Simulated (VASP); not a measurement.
Here is a VASP 6.6.1 calculation.

The input INCAR:

```
SYSTEM = C
PREC     = Accurate       ! precision mode
ENCUT    = 520            ! plane-wave cutoff, eV
EDIFF    = 1E-6           ! SCF threshold, eV
ISMEAR   = 1              ! smearing method
SIGMA    = 0.1            ! smearing width, eV
LREAL    = .FALSE.        ! projectors in reciprocal space
LASPH    = .TRUE.         ! aspherical terms in the spheres
NELM     = 60             ! most SCF steps
ALGO     = Normal         ! electronic algorithm
ISIF     = 2              ! what is computed and relaxed
LWAVE    = .FALSE.        ! write WAVECAR
LCHARG   = .FALSE.        ! write CHGCAR
GGA      = PE             ! functional
ICORELEVEL= 1            
KPAR     = 4
```

Contents of KPOINTS:

```
regular mesh
0
G
  7 7 4
  0 0 0
```

File POSCAR:

```
C
1.0
    4.9345825230      0.0000000000      0.0000000000
   -2.4672912620      4.2734738220      0.0000000000
    0.0000000000      0.0000000000      7.8030730000
C
16
Direct
    0.0000000000      0.0000000000      0.2500000000
    0.0000000000      0.5000000000      0.2500000000
    0.5000000000      0.0000000000      0.2500000000
    0.5000000000      0.5000000000      0.2500000000
    0.0000000000      0.0000000000      0.7500000000
    0.0000000000      0.5000000000      0.7500000000
    0.5000000000      0.0000000000      0.7500000000
    0.5000000000      0.5000000000      0.7500000000
    0.1666666650      0.3333333350      0.2500000000
    0.1666666650      0.8333333350      0.2500000000
    0.6666666650      0.3333333350      0.2500000000
    0.6666666650      0.8333333350      0.2500000000
    0.3333333350      0.1666666650      0.7500000000
    0.3333333350      0.6666666650      0.7500000000
    0.8333333350      0.1666666650      0.7500000000
    0.8333333350      0.6666666650      0.7500000000
```

Potentials or basis: VASP PAW PBE potentials, release 64 (C).

Launch:

```console
$ cat potpaw_PBE.64/C/POTCAR > POTCAR
$ mpirun -np 4 vasp_std > vasp.out
```

(1) What does it give for the band gap on the k mesh?

(2) Predict the pressure.

Answers

(1) 1.06 eV.

(2) 0.3 GPa.

Caveat: an odd mesh through Γ misses points on the zone boundary, where band edges often lie; this functional lacks dispersion, which binds the layers, so the pressure and a relaxed spacing across them are unreliable.
